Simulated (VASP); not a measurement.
Method: optB88-vdW, VASP's PBE PAW potentials (set 64) (plane waves; VASP 6.6.1).

Input for VASP

INCAR:
```
AGGAC  =  0.0
ALGO  =  Normal
EDIFF  =  1E-6
EDIFFG  =  -0.01
ENCUT  =  520
GGA  =  BO
IBRION  =  2
ISIF  =  3
ISMEAR  =  1
LASPH  =  .True.
LCHARG  =  .False.
LMAXMIX  =  4
LREAL  =  .False.
LUSE_VDW  =  .True.
LWAVE  =  .False.
NELM  =  100
NSW  =  60
PARAM1  =  0.1833333333
PARAM2  =  0.22
PREC  =  Accurate
SIGMA  =  0.1
SYSTEM  =  Zr
```

POSCAR:
```
Zr
1.0
  1.6150000000  -2.7972620000   0.0000000000
  1.6150000000   2.7972620000   0.0000000000
  0.0000000000   0.0000000000   5.1500000000
Zr
2
Direct
  0.3333330000   0.6666670000   0.2500000000
  0.6666670000   0.3333330000   0.7500000000
```

**KPOINTS**
```
Regular mesh
0
Gamma
12 12 7
0 0 0
```

POTCAR, in this order: Zr_sv (PBE.64 set). Program: vasp_std.

The resulting files:

OSZICAR:
```
       N       E                     dE             d eps       ncg     rms          rms(c)
DAV:   1     0.220717614355E+03    0.22072E+03   -0.13577E+04  2432   0.149E+03
DAV:   2     0.248463944879E+01   -0.21823E+03   -0.21635E+03  3104   0.414E+02
DAV:   3    -0.118024784204E+02   -0.14287E+02   -0.14113E+02  4560   0.778E+01
DAV:   4    -0.120935714119E+02   -0.29109E+00   -0.29107E+00  2680   0.122E+01
DAV:   5    -0.121016914875E+02   -0.81201E-02   -0.81200E-02  3880   0.140E+00    0.142E+01
DAV:   6    -0.115975851123E+02    0.50411E+00   -0.81406E-01  2512   0.789E+00    0.577E+00
DAV:   7    -0.115040608144E+02    0.93524E-01   -0.52228E-01  3408   0.557E+00    0.106E+00
DAV:   8    -0.115098910231E+02   -0.58302E-02   -0.39517E-02  3200   0.176E+00    0.198E-01
DAV:   9    -0.115098118260E+02    0.79197E-04   -0.11069E-03  3016   0.349E-01    0.415E-02
DAV:  10    -0.115097717907E+02    0.40035E-04   -0.36846E-05  3544   0.582E-02    0.171E-02
DAV:  11    -0.115097726161E+02   -0.82540E-06   -0.84758E-06  2696   0.322E-02
   1 F= -.11509773E+02 E0= -.11509487E+02  d E =-.115098E+02
       N       E                     dE             d eps       ncg     rms          rms(c)
DAV:   1    -0.115432774878E+02   -0.33506E-01   -0.11437E+00  2896   0.112E+01    0.171E+00
DAV:   2    -0.115141350062E+02    0.29142E-01   -0.85724E-02  2600   0.289E+00    0.520E-01
DAV:   3    -0.115089439997E+02    0.51910E-02   -0.34332E-02  3664   0.139E+00    0.316E-01
DAV:   4    -0.115098287704E+02   -0.88477E-03   -0.20814E-03  3248   0.266E-01    0.127E-01
DAV:   5    -0.115104269610E+02   -0.59819E-03   -0.19324E-03  3576   0.251E-01    0.497E-02
DAV:   6    -0.115104301249E+02   -0.31640E-05   -0.78423E-05  3016   0.707E-02    0.162E-02
DAV:   7    -0.115104319176E+02   -0.17926E-05   -0.37459E-06  2816   0.222E-02    0.126E-03
DAV:   8    -0.115104318838E+02    0.33764E-07   -0.19865E-07  1720   0.459E-03
   2 F= -.11510432E+02 E0= -.11510365E+02  d E =-.659268E-03
       N       E                     dE             d eps       ncg     rms          rms(c)
DAV:   1    -0.115143134044E+02   -0.38815E-02   -0.12731E-01  2936   0.373E+00    0.562E-01
DAV:   2    -0.115110799754E+02    0.32334E-02   -0.96555E-03  2696   0.968E-01    0.173E-01
DAV:   3    -0.115105103232E+02    0.56965E-03   -0.39020E-03  3704   0.466E-01    0.105E-01
DAV:   4    -0.115106044647E+02   -0.94141E-04   -0.22877E-04  3184   0.902E-02    0.426E-02
DAV:   5    -0.115106680781E+02   -0.63613E-04   -0.21203E-04  3608   0.836E-02    0.176E-02
DAV:   6    -0.115106682464E+02   -0.16832E-06   -0.87703E-06  2488   0.242E-02
   3 F= -.11510668E+02 E0= -.11510525E+02  d E =-.895630E-03
       N       E                     dE             d eps       ncg     rms          rms(c)
DAV:   1    -0.115132131975E+02   -0.25451E-02   -0.14433E-01  2432   0.357E+00    0.279E-01
DAV:   2    -0.115114902518E+02    0.17229E-02   -0.45070E-03  2784   0.544E-01    0.128E-01
DAV:   3    -0.115109997099E+02    0.49054E-03   -0.19571E-03  3352   0.322E-01    0.354E-02
DAV:   4    -0.115110050773E+02   -0.53675E-05   -0.42643E-05  3232   0.567E-02    0.169E-02
DAV:   5    -0.115110067100E+02   -0.16327E-05   -0.49663E-06  2576   0.164E-02    0.304E-03
DAV:   6    -0.115110067764E+02   -0.66384E-07   -0.25781E-07  1464   0.599E-03
   4 F= -.11511007E+02 E0= -.11511009E+02  d E =-.338530E-03
       N       E                     dE             d eps       ncg     rms          rms(c)
DAV:   1    -0.115118945133E+02   -0.88780E-03   -0.54018E-02  2432   0.218E+00    0.171E-01
DAV:   2    -0.115112465180E+02    0.64800E-03   -0.16876E-03  2808   0.333E-01    0.786E-02
DAV:   3    -0.115110613342E+02    0.18518E-03   -0.74014E-04  3344   0.198E-01    0.217E-02
DAV:   4    -0.115110631543E+02   -0.18202E-05   -0.16125E-05  3224   0.350E-02    0.103E-02
DAV:   5    -0.115110635275E+02   -0.37318E-06   -0.17430E-06  1952   0.102E-02
   5 F= -.11511064E+02 E0= -.11511160E+02  d E =-.395281E-03
```

OUTCAR:
```
------------------------ aborting loop because EDIFF is reached ----------------------------------------
  FORCE on cell =-STRESS in cart. coord.  units (eV):
  Direction    XX          YY          ZZ          XY          YZ          ZX
  --------------------------------------------------------------------------------------
  Total        0.0064228      0.0064228      0.0020775      0.0000000      0.0000000      0.0000000
  in kB        0.2226569      0.2226569      0.0720191      0.0000000      0.0000000      0.0000000
  external PRESSURE =       0.1724443 kB  Pullay stress =       0.0000000 kB
  volume of cell :       46.22
      direct lattice vectors                 reciprocal lattice vectors
     1.605703626 -2.781160208  0.000000000     0.311389968 -0.179781085  0.000000000
     1.605703626  2.781160208 -0.000000000     0.311389968  0.179781085  0.000000000
    -0.000000000 -0.000000000  5.174618250     0.000000000  0.000000000  0.193250971
 POSITION                                       TOTAL-FORCE (eV/Angst)
 -----------------------------------------------------------------------------------
      1.60570      0.92706      1.29365        -0.000000     -0.000000      0.000000
      1.60570     -0.92706      3.88096         0.000000      0.000000     -0.000000
 -----------------------------------------------------------------------------------
    total drift:                               -0.000000      0.001134     -0.000019
  FREE ENERGIE OF THE ION-ELECTRON SYSTEM (eV)
  ---------------------------------------------------
  free  energy   TOTEN  =       -11.5110635275 eV

  energy  without entropy=      -11.5113515768  energy(sigma->0) =      -11.51115954

 reached required accuracy - stopping structural energy minimisation
```
(Selected blocks of OUTCAR.)

### CONTCAR
```
Zr
   1.00000000000000
     1.6057036257283444   -2.7811602083707063    0.0000000000000000
     1.6057036257283444    2.7811602083707063   -0.0000000000000000
    -0.0000000000000000   -0.0000000000000000    5.1746182497369375
  Zr
     2
Direct
     0.3333330000000032    0.6666669999999968    0.2500000000000000
     0.6666669999999968    0.3333330000000032    0.7500000000000000
```

### OUTCAR
```
 val. band max:        8.9997752976   @ k =   0.1667  -0.0000   0.2857

 cond. band min:       9.0282935909   @ k =   0.4167   0.1667   0.4286


 Fermi energy:         9.0149119424

 k-point     1 :       0.0000    0.0000    0.0000
  band No.  band energies     occupation
      1     -39.8668      2.00000
      2     -39.7151      2.00000
      3     -18.3912      2.00000
      4     -17.5052      2.00000
      5     -17.5052      2.00000
      6     -17.3903      2.00000
      7     -17.3700      2.00000
      8     -17.3700      2.00000
      9       3.4042      2.00000
     10       5.9558      2.00000
     11       9.8496     -0.00000
     12       9.8496     -0.00000
     13       9.8782     -0.00000
     14      10.2041     -0.00000
     15      10.5159     -0.00000
     16      10.5159     -0.00000

 k-point     2 :       0.0833    0.0000    0.0000
  band No.  band energies     occupation
      1     -39.8585      2.00000
      2     -39.7114      2.00000
      3     -18.3697      2.00000
      4     -17.5548      2.00000
      5     -17.5211      2.00000
      6     -17.4212      2.00000
      7     -17.3989      2.00000
      8     -17.3768      2.00000
      9       3.6018      2.00000
     10       6.1376      2.00000
     11       9.3884     -0.00000
     12       9.8016     -0.00000
     13      10.0326     -0.00000
     14      10.2236     -0.00000
     15      10.3633     -0.00000
     16      10.6882     -0.00000

 k-point     3 :       0.1667   -0.0000    0.0000
  band No.  band energies     occupation
      1     -39.8355      2.00000
      2     -39.7016      2.00000
      3     -18.3081      2.00000
      4     -17.6898      2.00000
      5     -17.5630      2.00000
      6     -17.5573      2.00000
      7     -17.4252      2.00000
      8     -17.3966      2.00000
      9       4.1557      2.00000
     10       6.5972      2.00000
     11       8.8291      2.02458
     12       8.9518      1.86661
     13       9.9277     -0.00000
...
```

The compound is Zr in the hcp structure. This run relaxes it. Symmetry was kept, so distortions that lower it aren't found.
